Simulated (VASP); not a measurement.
# Pd: band structure with PBEsol

Crystal: Pd.

```xyz
1
Lattice="0.0000 1.9367 1.9367 1.9367 0.0000 1.9367 1.9367 1.9367 0.0000" Properties=species:S:1:pos:R:3 pbc="T T T"
Pd    0.0000    0.0000    0.0000
```

```yaml
Program: VASP 6.6.1
Task: band structure
Functional: PBEsol
Potentials_or_basis: VASP PAW PBE potentials, release 64 (Pd)
Cutoff: 520 eV
k_mesh: 16 × 16 × 16
Occupations: methfessel-paxton, width 0.1 eV
Spin: no spin polarisation
Further_INCAR_settings: ALGO = Normal; EDIFF = 1e-07; NBANDS = 11
```

* Pressure: 0.0 GPa
* Band gap along the path: none (metal or under the smearing width)

Levels at the corners of the path, in eV from the Fermi level:
```
point  band 2  band 3  band 4  band 5  band 6  band 7  band 8  band 9
    Γ   -2.94   -2.94   -2.94   -1.26   -1.26   17.11   21.97   21.97
    X   -5.27   -0.05    0.29    0.29    3.23   10.85   13.17   13.17
    X   -5.27   -0.05    0.29    0.29    3.23   10.85   13.17   13.17
    W   -3.51   -3.51   -1.37    0.30    8.90    8.90   10.42   11.66
    W   -3.51   -3.51   -1.37    0.30    8.90    8.90   10.42   11.66
    K   -4.30   -2.06   -0.99   -0.18    7.10    8.07   10.89   15.94
    K   -4.30   -2.06   -0.99   -0.18    7.10    8.07   10.89   15.94
    Γ   -2.94   -2.94   -2.94   -1.26   -1.26   17.11   21.97   21.97
    Γ   -2.94   -2.94   -2.94   -1.26   -1.26   17.11   21.97   21.97
    L   -2.98   -2.98   -0.03   -0.03    0.86    7.37   16.47   21.14
    L   -2.98   -2.98   -0.03   -0.03    0.86    7.37   16.47   21.14
    U   -4.30   -2.06   -0.99   -0.18    7.10    8.07   10.89   15.94
    U   -4.30   -2.06   -0.99   -0.18    7.10    8.07   10.89   15.94
    W   -3.51   -3.51   -1.37    0.30    8.90    8.90   10.42   11.66
    W   -3.51   -3.51   -1.37    0.30    8.90    8.90   10.42   11.66
    L   -2.98   -2.98   -0.03   -0.03    0.86    7.37   16.47   21.14
    L   -2.98   -2.98   -0.03   -0.03    0.86    7.37   16.47   21.14
    K   -4.30   -2.06   -0.99   -0.18    7.10    8.07   10.89   15.94
    U   -4.30   -2.06   -0.99   -0.18    7.10    8.07   10.89   15.94
    X   -5.27   -0.05    0.29    0.29    3.23   10.85   13.17   13.17
```

Core levels (eV, on the scale of the bands):
```tsv
atom	levels
1 Pd	1s -24150.7, 2s -3517.1, 2p -3151.8, 3s -625.4, 3p -505.4, 3d -315.0, 4s -74.3, 4p -40.0
```

Run time: 20 s on 1 thread of Intel(R) Xeon(R) Platinum 8488C (Sapphire Rapids), on a shared host, peak memory 0.15 GiB.

Caveat: the PAW data sets were made with another functional, which shifts forces and pressure a little.
